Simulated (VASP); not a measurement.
Output of a VASP run:

File OSZICAR:
```
       N       E                     dE             d eps       ncg     rms          rms(c)
DAV:   1     0.892317897270E+02    0.89232E+02   -0.11701E+04  3158   0.140E+03
DAV:   2    -0.558751372582E+01   -0.94819E+02   -0.93995E+02  3920   0.291E+02
DAV:   3    -0.130652597640E+02   -0.74777E+01   -0.73917E+01  6017   0.484E+01
DAV:   4    -0.132025456456E+02   -0.13729E+00   -0.13731E+00  3537   0.761E+00
DAV:   5    -0.132063955643E+02   -0.38499E-02   -0.38511E-02  4565   0.908E-01    0.340E+01
DAV:   6    -0.129026392638E+02    0.30376E+00   -0.41460E-01  3164   0.472E+00    0.211E+01
DAV:   7    -0.128605908675E+02    0.42048E-01   -0.82524E-01  4064   0.612E+00    0.185E+00
DAV:   8    -0.128502873858E+02    0.10303E-01   -0.16958E-01  3808   0.271E+00    0.116E+00
DAV:   9    -0.128493391074E+02    0.94828E-03   -0.44063E-03  4351   0.473E-01    0.437E-01
DAV:  10    -0.128494969008E+02   -0.15779E-03   -0.18379E-03  3323   0.450E-01    0.310E-01
DAV:  11    -0.128494412210E+02    0.55680E-04   -0.12976E-04  4062   0.116E-01    0.317E-02
DAV:  12    -0.128494369419E+02    0.42791E-05   -0.26240E-05  3477   0.514E-02    0.237E-02
DAV:  13    -0.128494381717E+02   -0.12298E-05   -0.63159E-06  3521   0.262E-02    0.121E-03
DAV:  14    -0.128494383428E+02   -0.17111E-06   -0.22252E-07  3816   0.322E-03    0.198E-03
DAV:  15    -0.128494382731E+02    0.69744E-07   -0.22833E-08  1988   0.152E-03
   1 F= -.13552718E+02 E0= -.13552718E+02  d E =0.000000E+00
```

OUTCAR:
```
------------------------ aborting loop because EDIFF is reached ----------------------------------------
 Edisp (eV)   -0.70328
  FORCE on cell =-STRESS in cart. coord.  units (eV):
  Direction    XX          YY          ZZ          XY          YZ          ZX
  --------------------------------------------------------------------------------------
  Total       0.00492     0.00492     0.15318     0.00000    -0.00000     0.00000
  in kB       0.12567     0.12567     3.91649     0.00000    -0.00000     0.00000
  external pressure =        1.39 kB  Pullay stress =        0.00 kB
  volume of cell :       62.66
      direct lattice vectors                 reciprocal lattice vectors
     1.803799464 -3.124272585  0.000000000     0.277192676 -0.160037252  0.000000000
     1.803799464  3.124272585  0.000000000     0.277192676  0.160037252  0.000000000
     0.000000000  0.000000000  5.559521776     0.000000000  0.000000000  0.179871586
 POSITION                                       TOTAL-FORCE (eV/Angst)
 -----------------------------------------------------------------------------------
      1.80380      1.04143      1.38988         0.000000     -0.000000      0.000000
      1.80380     -1.04143      4.16964        -0.000000      0.000000      0.000000
 -----------------------------------------------------------------------------------
    total drift:                                0.000063      0.000512     -0.000009
  FREE ENERGIE OF THE ION-ELECTRON SYSTEM (eV)
  ---------------------------------------------------
  free  energy   TOTEN  =       -13.5527175049 eV

  energy  without entropy=      -13.5527175049  energy(sigma->0) =      -13.55271750

 total charge

# of ion       s       p       d       f       tot
--------------------------------------------------
    1        2.288   6.238   0.958   0.008   9.491
    2        2.288   6.238   0.958   0.008   9.491
--------------------------------------------------
tot          4.575  12.475   1.916   0.015  18.981
```
(Selected blocks of OUTCAR.)

### POSCAR
```
Y
1
    1.8037994644    -3.1242725854    -0.0000000000
    1.8037994644     3.1242725854     0.0000000000
    0.0000000000     0.0000000000     5.5595217762
Y
2
Direct
  0.3333330000   0.6666670000   0.2500000000
  0.6666670000   0.3333330000   0.7500000000
```

### Question
Reconstruct the remaining input files.

### Answer
This is not unique; one that fits is the input of the run itself, PBE GGA with D3 dispersion (Becke-Johnson damping), plane waves, VASP's PBE PAW potentials (set 64).

KPOINTS:
```
kpoints
0
gamma
 13 13 8
```

**INCAR**
```
LORBIT=11
PREC=Accurate
LASPH=T   # aspherical one-centre terms
NELM=100   # most electronic steps
LWAVE=F
LCHARG=T
ISMEAR=-5   # tetrahedra, Bloechl
LMAXMIX=4   # l cut-off of mixed one-centre charges
ISIF=2   # forces and stress, cell fixed
ENCUT=520   # plane-wave cut-off (eV)
GGA=PE   # PBE
NEDOS=601
SYSTEM=Y
LREAL=F   # projection in real space or not
EDIFF=1E-7
IVDW=12   # D3, Becke-Johnson
ALGO=Normal   # blocked Davidson
```

POTCAR, in this order: Y_sv (PBE.64 set). Program: vasp_std.

For a metal the tetrahedron method with Blöchl corrections gives inexact stress and forces.

The compound is Y in the hcp structure. It was relaxed first, which changed the volume by -5 %.
